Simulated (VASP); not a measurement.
All values below come from PBEsol GGA, VASP's PBE PAW potentials (set 64) (plane waves; VASP).

Input for VASP

INCAR:
```
ALGO  =  Normal
DIPOL  =  0.5 0.5 0.5
EDIFF  =  1E-5
EDIFFG  =  -0.03
ENCUT  =  400
GGA  =  PS
IBRION  =  2
IDIPOL  =  3
ISIF  =  2
ISMEAR  =  1
LASPH  =  T
LCHARG  =  F
LDIPOL  =  T
LMAXMIX  =  4
LREAL  =  F
LWAVE  =  T
NELM  =  100
NELMIN  =  4
NSW  =  50
PREC  =  Normal
SIGMA  =  0.1
SYSTEM  =  Nb(110) slab
```

File POSCAR:
```
Nb(110) slab
1
    2.8314186248     0.0000000000    -0.0000000000
   -0.9438062083     2.6694872038    -0.0000000000
    0.0000000000    -0.0000000000    24.1084672598
Nb
4
Direct
  0.7500000000   0.2500000000   0.3561600000
  0.2500000000   0.7500000000   0.4520530000
  0.7500000000   0.2500000000   0.5479470000
  0.2500000000   0.7500000000   0.6438400000
```

### KPOINTS
```
K-points
0
gamma
 10 10 1
0 0 0
```

POTCAR, in this order: Nb_sv (PBE.64 set). Program: vasp_std.

**Question.** What does the run give for the energy per atom (σ→0), band gap (on the k-mesh)?

**Answer.** 
```json
{
  "energy per atom (σ→0)": "-10403 meV/atom",
  "band gap (on the k-mesh)": "none (metal, semimetal or under 0.01 eV)"
}
```

### OSZICAR
```
...
DAV:   2    -0.416209331951E+02   -0.81910E-01   -0.85219E-01  2121   0.822E+00    0.611E-01
DAV:   3    -0.416219376417E+02   -0.10044E-02   -0.18300E-01  2820   0.302E+00    0.485E-01
DAV:   4    -0.416145435305E+02    0.73941E-02   -0.36553E-02  3191   0.143E+00    0.279E-01
DAV:   5    -0.416143715904E+02    0.17194E-03   -0.42948E-03  3086   0.744E-01    0.570E-02
DAV:   6    -0.416143882097E+02   -0.16619E-04   -0.65983E-04  2769   0.182E-01    0.380E-02
DAV:   7    -0.416143782969E+02    0.99128E-05   -0.14705E-04  3053   0.129E-01    0.155E-02
DAV:   8    -0.416143828784E+02   -0.45815E-05   -0.14629E-05  1591   0.313E-02
   8 F= -.41614383E+02 E0= -.41613629E+02  d E =-.112266E-01
```

The cell is a thin slab with vacuum, built from Nb (bcc): (110) face.
